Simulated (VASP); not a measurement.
Here is the system:

```
HfO2
1.0
   -0.01888     2.51710     2.51710
    2.49822     0.00000     2.49822
    2.51710     2.51710    -0.01888
Hf O
1 2
Direct
  0.00000   0.00000   0.00000
  0.25000   0.25000   0.25000
  0.75000   0.75000   0.75000
```

Level of theory: r2SCAN meta-GGA, VASP's PBE PAW potentials (set 64) (plane waves; VASP). Settings: 600 eV cut-off, 8×8×8 Γ-centred mesh, Gaussian smearing of 0.050 eV, potentials Hf_pv O.

Task: Give the force on each atom (eV/Å).

Result: 
```tsv
atom	Fx	Fy	Fz
Hf1	0.000	0.000	0.000
O2	0.000	0.113	0.000
O3	0.000	-0.113	0.000
```

Task: Give the stress tensor in GPa (positive for a compressed cell).

Result: 
```
-0.33   0.00   1.54
 0.00  -0.34   0.00
 1.54   0.00  -0.33
```
The pressure is its mean diagonal, -0.33 GPa.

The compound is HfO2 in the fluorite structure, the high-temperature cubic form, which is unstable at 0 K; the monoclinic form is the stable one. This cell was strained or had an atom moved on purpose.
